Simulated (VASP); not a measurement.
Computed with PBEsol GGA, VASP's PBE PAW potentials (set 64) (plane waves; VASP).

VASP input:

INCAR:
```
SYSTEM = SiC
PREC = Accurate
ENCUT = 520
EDIFF = 1E-8
NELM = 100
ALGO = Normal
LREAL = .FALSE.
LASPH = .TRUE.
ISMEAR = 0
SIGMA = 0.01
GGA = PS
LWAVE = .FALSE.
LCHARG = .FALSE.
IBRION = 8
NSW = 1
LEPSILON = .TRUE.
```

### KPOINTS
```
kpoints
0
Gamma
10 10 10
0 0 0
```

### POSCAR
```
SiC
1.0
  0.0000000000   2.1800000000   2.1800000000
  2.1800000000   0.0000000000   2.1800000000
  2.1800000000   2.1800000000   0.0000000000
Si C
1 1
Cartesian
  0.0000000000   0.0000000000   0.0000000000
  1.0900000000   1.0900000000   1.0900000000
```

POTCAR, in this order: Si C (PBE.64 set). Program: vasp_std.

The resulting files:

### OUTCAR
```
 ion  position               nearest neighbor table
   1  0.000  0.000  0.000-   2 1.89   2 1.89   2 1.89   2 1.89
   2  0.250  0.250  0.250-   1 1.89   1 1.89   1 1.89   1 1.89
  LATTYP: Found a face centered cubic cell.
 ALAT       =     4.3600000000
 Subroutine PRICEL returns:
 Original cell was already a primitive cell.
 Subroutine GETGRP returns: Found 24 space group operations
The static configuration has the point symmetry T_d .
The dynamic configuration has the point symmetry T_d .
 Subroutine INISYM returns: Found 24 space group operations
 Subroutine IBZKPT returns following result:
 Found     47 irreducible k-points:

 Following reciprocal coordinates:
            Coordinates               Weight
  0.000000  0.000000  0.000000      1.000000
  0.100000  0.000000  0.000000      8.000000
  0.200000  0.000000  0.000000      8.000000
  0.300000  0.000000  0.000000      8.000000
  0.400000  0.000000  0.000000      8.000000
  0.500000  0.000000  0.000000      4.000000
  0.100000  0.100000  0.000000      6.000000
  0.200000  0.100000  0.000000     24.000000
  0.300000  0.100000  0.000000     24.000000
...
```

OUTCAR:
```


 HEAD OF MICROSCOPIC STATIC DIELECTRIC TENSOR (INDEPENDENT PARTICLE, excluding Hartree and local field effects)
 ------------------------------------------------------
           7.407362    -0.000000     0.000000
          -0.000000     7.407362    -0.000000
           0.000000    -0.000000     7.407362
 ------------------------------------------------------

 MACROSCOPIC STATIC DIELECTRIC TENSOR (including local field effects in DFT)
 ------------------------------------------------------
           7.113270    -0.000000    -0.000000
           0.000000     7.113270     0.000000
          -0.000000     0.000000     7.113270
 ------------------------------------------------------

 PIEZOELECTRIC TENSOR (including local field effects)  for field in x, y, z        (e  Angst)
          XX          YY          ZZ          XY          YZ          ZX
  --------------------------------------------------------------------------------
  x    -0.00000    -0.00000    -0.00000     0.00000    -1.27628     0.00000
  y    -0.00000    -0.00000     0.00000     0.00000     0.00000    -1.27628
  z     0.00000    -0.00000    -0.00000    -1.27628     0.00000     0.00000

 PIEZOELECTRIC TENSOR (including local field effects)  for field in x, y, z        (C/m^2)
          XX          YY          ZZ          XY          YZ          ZX
  --------------------------------------------------------------------------------
  x    -0.00000    -0.00000    -0.00000     0.00000    -0.98686     0.00000
  y    -0.00000    -0.00000     0.00000     0.00000     0.00000    -0.98686
  z     0.00000    -0.00000    -0.00000    -0.98686     0.00000     0.00000

 BORN EFFECTIVE CHARGES (including local field effects) (in |e|, cummulative output)
 ---------------------------------------------------------------------------------
 ion    1
    1     2.70235     0.00000     0.00000
    2     0.00000     2.70235     0.00000
    3     0.00000     0.00000     2.70235
 ion    2
    1    -2.70235     0.00000     0.00000
    2     0.00000    -2.70235     0.00000
    3     0.00000     0.00000    -2.70235
```
(Selected blocks of OUTCAR.)

The compound is SiC in the zinc blende structure. The cell was not relaxed at this level.
